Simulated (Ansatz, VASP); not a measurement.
**In3Cu in VASP and in Ansatz**

```
In Cu
1.0
     4.48277    0.00000    0.00000
     0.00000    4.48277    0.00000
     0.00000    0.00000    4.48277
In Cu
3 1
Cartesian
  0.0000 2.2414 2.2414
  2.2414 0.0000 2.2414
  2.2414 2.2414 0.0000
  0.0000 0.0000 0.0000
```

Alike in both runs: task single point; functional PBE; k mesh 4 × 4 × 4; occupations gaussian, width 0.1 eV; no spin polarisation.

|  | VASP | Ansatz |
| --- | --- | --- |
| version | VASP 6.6.1 | Ansatz 0.2.0 |
| potentials or method | VASP PAW PBE potentials, release 64 (In_d, Cu) | scalar-relativistic, plane waves, PAW |
| plane-wave cutoff (eV) | 520 | 420 |
| valence electrons in the cell | 50 | 58 |

```tsv
	VASP	Ansatz	Ansatz less VASP
gap on the k mesh at the Fermi level (eV)	none	none	-
pressure (GPa)	1.1	1.1	-0.04
```

A gap of «none» marks a metal or a gap that the smearing closes. The two sets of potentials don't hold the same shells in valence.
